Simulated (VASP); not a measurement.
Here is the system:

```
PtSe2
1.0
    1.91772    -3.32159     0.00000
    1.91772     3.32159     0.00000
    0.00000     0.00000     5.16685
Pt Se
1 2
Direct
  0.00000   0.00000   0.00000
  0.33333   0.66667   0.25584
  0.66667   0.33333   0.74416
```

Computed with optB88-vdW, VASP's PBE PAW potentials (set 64) (plane waves; VASP). Settings: 520 eV cut-off, 9×9×6 Γ-centred mesh, first-order Methfessel-Paxton smearing of 0.10 eV, potentials Pt Se.

The ions and cell shape at fixed volume are relaxed. Predict the relaxed structure.

```
PtSe2
1.0
    1.89804    -3.28750     0.00000
    1.89804     3.28750     0.00000
    0.00000     0.00000     5.27455
Pt Se
1 2
Direct
  0.00000   0.00000   0.00000
  0.33333   0.66667   0.24902
  0.66667   0.33333   0.75098
```
Space group P-3m1 (164), at a tolerance of 0.03 Å.

How much energy does the relaxation gain?

The energy (σ→0) changes by -4.8 meV/atom, in 6 ionic steps.

```
step  E(σ→0) (eV)  max force (eV/Å)  pressure (GPa)  volume (Å³)
----  -----------  ----------------  --------------  -----------
1         -8.3523             0.279           -3.11        65.82
2         -8.3600             0.161           -2.36        65.82
3         -8.3650             0.029           -1.11        65.82
4         -8.3651             0.050           -0.97        65.82
5         -8.3663             0.021           -0.83        65.82
6         -8.3666             0.001           -0.75        65.82
```

The compound is PtSe2 in the 1T layered structure. This cell is one point of a volume scan, at 1.03 of the reference volume. Symmetry was kept, so distortions that lower it aren't found.
